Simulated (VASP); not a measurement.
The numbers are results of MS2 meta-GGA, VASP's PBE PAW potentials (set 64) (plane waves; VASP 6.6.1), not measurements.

VASP input:

**POSCAR**
```
W
1.5788410
 -0.9999997372   0.9999997372   0.9999997372
  0.9999997372  -0.9999997372   0.9999997372
  0.9999997372   0.9999997372  -0.9999997372
W
1
direct
  0.0000000000   0.0000000000   0.0000000000
```

File KPOINTS_OPT:
```
k-points along high-symmetry lines
10
Line-mode
Reciprocal
  0.000000   0.000000   0.000000 ! GAMMA
  0.500000  -0.500000   0.500000 ! H

  0.500000  -0.500000   0.500000 ! H
  0.000000   0.000000   0.500000 ! N

  0.000000   0.000000   0.500000 ! N
  0.000000   0.000000   0.000000 ! GAMMA

  0.000000   0.000000   0.000000 ! GAMMA
  0.250000   0.250000   0.250000 ! P

  0.250000   0.250000   0.250000 ! P
  0.500000  -0.500000   0.500000 ! H

  0.250000   0.250000   0.250000 ! P
  0.000000   0.000000   0.500000 ! N
```

### INCAR
```
SYSTEM = W
PREC = Accurate
ENCUT = 520
EDIFF = 1E-7
NELM = 100
ALGO = Normal
LREAL = .FALSE.
LASPH = .TRUE.
ISMEAR = -5
METAGGA = MS2
LMIXTAU = .TRUE.
LMAXMIX = 6
LWAVE = .FALSE.
LCHARG = .FALSE.
LORBIT = 11
NEDOS = 601
ISIF = 2
```

### KPOINTS
```
kpoints
0
gamma
 18 18 18
```

POTCAR, in this order: W_sv (PBE.64 set). Program: vasp_std.

What VASP printed:

### OSZICAR
```
       N       E                     dE             d eps       ncg     rms          rms(c)
DAV:   1     0.745872712056E+02    0.74587E+02   -0.73752E+03  4314   0.136E+03
DAV:   2    -0.126832678503E+02   -0.87271E+02   -0.84886E+02  4629   0.323E+02
DAV:   3    -0.143467677960E+02   -0.16635E+01   -0.16473E+01  4878   0.452E+01
DAV:   4    -0.143551810274E+02   -0.84132E-02   -0.84148E-02  4641   0.341E+00
DAV:   5    -0.143552396828E+02   -0.58655E-04   -0.58663E-04  4833   0.291E-01    0.418E+01
DAV:   6     0.410378642899E+01    0.18459E+02   -0.16700E+01  4359   0.655E+01    0.232E+00
DAV:   7     0.391779783568E+01   -0.18599E+00   -0.76260E-01  4639   0.136E+01    0.284E+00
DAV:   8     0.404691144832E+01    0.12911E+00   -0.63116E-01  4290   0.129E+01    0.753E-01
DAV:   9     0.389213655299E+01   -0.15477E+00   -0.21664E-01  4317   0.768E+00    0.599E-01
DAV:  10     0.389332129409E+01    0.11847E-02   -0.78834E-04  4689   0.414E-01    0.467E-01
DAV:  11     0.389371935989E+01    0.39807E-03   -0.13929E-03  4390   0.514E-01    0.381E-02
DAV:  12     0.389374220765E+01    0.22848E-04   -0.43009E-04  4347   0.325E-01    0.919E-03
DAV:  13     0.389377903189E+01    0.36824E-04   -0.10925E-05  4644   0.537E-02    0.124E-02
DAV:  14     0.389376382715E+01   -0.15205E-04   -0.91594E-06  4398   0.493E-02    0.916E-03
DAV:  15     0.389378369863E+01    0.19871E-04   -0.23530E-06  4374   0.211E-02    0.181E-03
DAV:  16     0.389378020996E+01   -0.34887E-05   -0.19837E-07  4078   0.608E-03    0.301E-04
DAV:  17     0.389378199598E+01    0.17860E-05   -0.12756E-08  2175   0.143E-03    0.405E-04
DAV:  18     0.389378110960E+01   -0.88639E-06   -0.65396E-09  2166   0.112E-03    0.286E-04
DAV:  19     0.389378117489E+01    0.65286E-07   -0.68798E-10  2166   0.458E-04
   1 F= 0.38937812E+01 E0= 0.38937812E+01  d E =0.000000E+00
       N       E                     dE             ncg
```

OUTCAR:
```
------------------------ aborting loop because EDIFF is reached ----------------------------------------
  FORCE on cell =-STRESS in cart. coord.  units (eV):
  Direction    XX          YY          ZZ          XY          YZ          ZX
  --------------------------------------------------------------------------------------
  Total        0.0015650      0.0015650      0.0015650      0.0000000      0.0000000      0.0000000
  in kB        0.1592771      0.1592771      0.1592771      0.0000000      0.0000000      0.0000000
  external PRESSURE =       0.1592771 kB  Pullay stress =       0.0000000 kB
  volume of cell :       15.74
      direct lattice vectors                 reciprocal lattice vectors
    -1.578840585  1.578840585  1.578840585     0.000000000  0.316688084  0.316688084
     1.578840585 -1.578840585  1.578840585     0.316688084  0.000000000  0.316688084
     1.578840585  1.578840585 -1.578840585     0.316688084  0.316688084  0.000000000
 POSITION                                       TOTAL-FORCE (eV/Angst)
 -----------------------------------------------------------------------------------
      0.00000      0.00000      0.00000         0.000000      0.000000      0.000000
 -----------------------------------------------------------------------------------
    total drift:                                0.000000     -0.000000      0.000000
  FREE ENERGIE OF THE ION-ELECTRON SYSTEM (eV)
  ---------------------------------------------------
  free  energy   TOTEN  =         3.8937811749 eV

  energy  without entropy=        3.8937811749  energy(sigma->0) =        3.89378117

 total charge

# of ion       s       p       d       tot
------------------------------------------
    1        2.419   6.352   3.337  12.108
```
(Selected blocks of OUTCAR.)

### OUTCAR
```
 val. band max:       11.5859874348   @ k =   0.4444   0.0556   0.0556

 cond. band min:      11.3705976486   @ k =  -0.1667   0.1667   0.1667


 Fermi energy:        11.4297438283

 k-point     1 :       0.0000    0.0000    0.0000
  band No.  band energies     occupation
      1     -62.7506      2.00000
      2     -26.2974      2.00000
      3     -26.2974      2.00000
      4     -26.2974      2.00000
      5       1.6065      2.00000
      6      10.1283      2.00000
      7      10.1283      2.00000
      8      10.1283      2.00000
      9      13.6962      0.00000
     10      13.6962      0.00000
     11      26.4183      0.00000

 k-point     2 :       0.0556    0.0000    0.0000
  band No.  band energies     occupation
      1     -62.7464      2.00000
      2     -26.3419      2.00000
      3     -26.3112      2.00000
      4     -26.2976      2.00000
      5       1.7585      2.00000
      6      10.0350      2.00000
      7      10.1084      2.00000
      8      10.2771      2.00000
      9      13.5458      0.00000
     10      13.6977      0.00000
     11      26.5488      0.00000

 k-point     3 :       0.1111    0.0000    0.0000
  band No.  band energies     occupation
      1     -62.7339      2.00000
      2     -26.4684      2.00000
      3     -26.3508      2.00000
      4     -26.2983      2.00000
      5       2.1969      2.00000
      6       9.7769      2.00000
      7      10.0205      2.00000
      8      10.7185      2.04028
      9      13.2232      0.00000
     10      13.7094      0.00000
     11      26.8750      0.00000

 k-point     4 :       0.1667    0.0000    0.0000
  band No.  band energies     occupation
      1     -62.7149      2.00000
      2     -26.6585      2.00000
      3     -26.4109      2.00000
      4     -26.2993      2.00000
      5       2.8662      2.00000
      6       9.4085      2.00000
      7       9.8202      2.00000
      8      11.4372      0.83167
      9      12.9861      0.00000
...
```

For a metal the tetrahedron method with Blöchl corrections gives inexact stress and forces. Unless said otherwise, spin-orbit coupling is left out, though it shifts the bands of the heavy elements here.

The compound is W in the bcc structure. It was relaxed first.
